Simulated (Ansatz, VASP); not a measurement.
## Two plane-wave programs on MgWSe3

```
Mg W Se
1.0
     4.97640    0.00000    0.00000
     0.00000    4.97640    0.00000
     0.00000    0.00000    4.97640
Mg W Se
1 1 3
Direct
  0.00000 0.00000 0.00000
  0.50000 0.50000 0.50000
  0.50000 0.00000 0.00000
  0.00000 0.50000 0.00000
  0.00000 0.00000 0.50000
```

Alike in both runs: task single point; functional PBE; k mesh 4 × 4 × 4; occupations gaussian, width 0.1 eV; no spin polarisation.

|  | VASP | Ansatz |
| --- | --- | --- |
| version | VASP 6.6.1 | Ansatz 0.2.0 |
| potentials or method | VASP PAW PBE potentials, release 64 (Mg, W_sv, Se) | scalar-relativistic, plane waves, PAW |
| plane-wave cutoff (eV) | 520 | 420 |
| valence electrons in the cell | 34 | 72 |

|  | VASP | Ansatz | Ansatz less VASP |
| --- | --- | --- | --- |
| gap on the k mesh at the Fermi level (eV) | none | none | - |
| pressure (GPa) | -5.1 | -5.1 | +0.01 |

A gap of «none» marks a metal or a gap that the smearing closes. The two sets of potentials don't hold the same shells in valence.

The runs have no spin-orbit coupling, so splittings on W are missing.
